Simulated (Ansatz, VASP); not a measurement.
Two plane-wave programs on Ga3BAs4

Contents of INCAR:

```
SYSTEM = Ga3BAs4
  ALGO = Normal
  EDIFF = 1E-6
  ENCUT = 520
  GGA = PE
  ISIF = 2
  ISMEAR = 0
  LASPH = .True.
  LCHARG = .False.
  LREAL = .False.
  LWAVE = .False.
  NBANDS = 41
  NELM = 60
  PREC = Accurate
  SIGMA = 0.1
```

KPOINTS

```
k-points
0
Gamma
  4 4 4
  0 0 0
```

POSCAR

```
Ga3BAs4
1.0
    5.4157579200      0.0000000000      0.0000000000
    0.0000000000      5.4157579200      0.0000000000
    0.0000000000      0.0000000000      5.4157579200
Ga B As
3 1 4
Direct
    0.5000000000      0.0000000000      0.5000000000
    0.5000000000      0.5000000000      0.0000000000
    0.0000000000      0.5000000000      0.5000000000
    0.0000000000      0.0000000000      0.0000000000
    0.2500000000      0.7500000000      0.7500000000
    0.2500000000      0.2500000000      0.2500000000
    0.7500000000      0.7500000000      0.2500000000
    0.7500000000      0.2500000000      0.7500000000
```

Input for Ansatz:

```yaml
crystal:
  lattice:
    - [5.41575792, 0.0, 0.0]
    - [0.0, 5.41575792, 0.0]
    - [0.0, 0.0, 5.41575792]
  atoms:
    - { symbol: Ga, position: [0.5, 0.0, 0.5] }
    - { symbol: Ga, position: [0.5, 0.5, 0.0] }
    - { symbol: Ga, position: [0.0, 0.5, 0.5] }
    - { symbol: B, position: [0.0, 0.0, 0.0] }
    - { symbol: As, position: [0.25, 0.75, 0.75] }
    - { symbol: As, position: [0.25, 0.25, 0.25] }
    - { symbol: As, position: [0.75, 0.75, 0.25] }
    - { symbol: As, position: [0.75, 0.25, 0.75] }
basis:
  ecutwfc: 420
kpoints:
  mp_grid: { grid: [4, 4, 4] }
hamiltonian:
  xc: pbe
scf:
  occupations: { method: gaussian, width: 0.1 }
  lower_state_search: "off"
output:
  forces: true
  stress: true
  eigenvalues: true
```

Alike in both runs: task single point; functional PBE; k mesh 4 × 4 × 4; occupations gaussian, width 0.1 eV; no spin polarisation.

|  | VASP | Ansatz |
| --- | --- | --- |
| version | VASP 6.6.1 | Ansatz 0.2.0 |
| potentials or method | VASP PAW PBE potentials, release 64 (Ga_d, B, As) | scalar-relativistic, plane waves, PAW |
| plane-wave cutoff (eV) | 520 | 420 |
| valence electrons in the cell | 62 | 102 |

```csv
,VASP,Ansatz,Ansatz less VASP
gap on the k mesh at the Fermi level (eV),0.43,0.43,-0.004
least direct gap on the mesh (eV),0.73,0.73,-0.001
pressure (GPa),7.1,6.8,-0.23
rms of the force components (eV/Å),1.041,1.037,-0.0045
```

With one functional, cell and mesh, what is left measures potentials, basis and numerics. The two sets of potentials don't hold the same shells in valence.
